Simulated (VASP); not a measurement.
Given:

```yaml
crystal:
  lattice:
    - [4.06880, 0.00000, 0.00000]
    - [0.00000, 4.06880, 0.00000]
    - [0.00000, 0.00000, 4.06880]
  atoms:
    - { symbol: Sc, position: [0.00000, 0.00000, 0.00000] }
    - { symbol: Al, position: [0.00000, 0.50000, 0.50000] }
    - { symbol: Al, position: [0.50000, 0.00000, 0.50000] }
    - { symbol: Al, position: [0.50000, 0.50000, 0.00000] }
```

Computed with AM05 GGA, VASP's PBE PAW potentials (set 64) (plane waves; VASP). Numerical set-up: 520 eV cut-off, 9×9×9 Γ-centred mesh, tetrahedra with Blöchl corrections, potentials Sc_sv Al.

The cores are frozen, which limits the accuracy of field gradients.

Problem. Give the principal components of the electric field gradient (V/Å²) and the asymmetry η at each nucleus.

Solution. 
| atom | Vxx | Vyy | Vzz | η |
|---|---|---|---|---|
| Sc1 | 0.0 | 0.0 | 0.0 | - |
| Al2 | -9.6 | -9.6 | 19.2 | 0.00 |
| Al3 | -9.6 | -9.6 | 19.2 | 0.00 |
| Al4 | -9.6 | -9.6 | 19.2 | 0.00 |

The compound is Al3Sc in the L1_2 structure. It was relaxed first.
